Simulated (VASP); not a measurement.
These are r2SCAN meta-GGA, VASP's PBE PAW potentials (set 64) (plane waves; VASP) values and carry that method's errors.

VASP input:

INCAR:
```
SYSTEM  =  Ni3Al
PREC  =  Normal; ENCUT  =  400; LREAL  =  .FALSE.
LASPH  =  .TRUE.
EDIFF  =  1E-5; NELM  =  100; NELMIN  =  4
ALGO  =  Normal; LMAXMIX  =  4; LMIXTAU  =  .TRUE.
ISMEAR  =  1; SIGMA  =  0.1
METAGGA  =  R2SCAN
MAGMOM  =  0.0 0.5 0.5 0.5
ISPIN  =  2
IBRION  =  2; NSW  =  20; ISIF  =  2
EDIFFG  =  -0.03
LWAVE  =  .FALSE.; LCHARG  =  .FALSE.; LORBIT  =  10
```

File KPOINTS:
```
Automatic mesh
0
Gamma
12 12 12
0 0 0
```

**POSCAR**
```
Ni3Al
1
    3.5264148158     0.0000000000     0.0000000000
    0.0000000000     3.5264148158     0.0000000000
    0.0000000000     0.0000000000     3.5264148158
Al Ni
1 3
Direct
  0.0000000000   0.0000000000   0.0000000000
  0.0000000000   0.5000000000   0.5000000000
  0.5000000000   0.0000000000   0.5000000000
  0.5000000000   0.5000000000   0.0000000000
```

POTCAR, in this order: Al Ni (PBE.64 set). Program: vasp_std.

Q: What will the output report for the number of irreducible k-points (NKPTS), largest plane-wave count, number of space-group operations, FFT grid (NGX, NGY, NGZ)?

A: 
```
Quantity                                      Result
--------------------------------------  ------------
number of irreducible k-points (NKPTS)            84
largest plane-wave count                         840
number of space-group operations                  48
FFT grid (NGX, NGY, NGZ)                18 × 18 × 18
```

The compound is Ni3Al in the L1_2 structure. It was relaxed first.
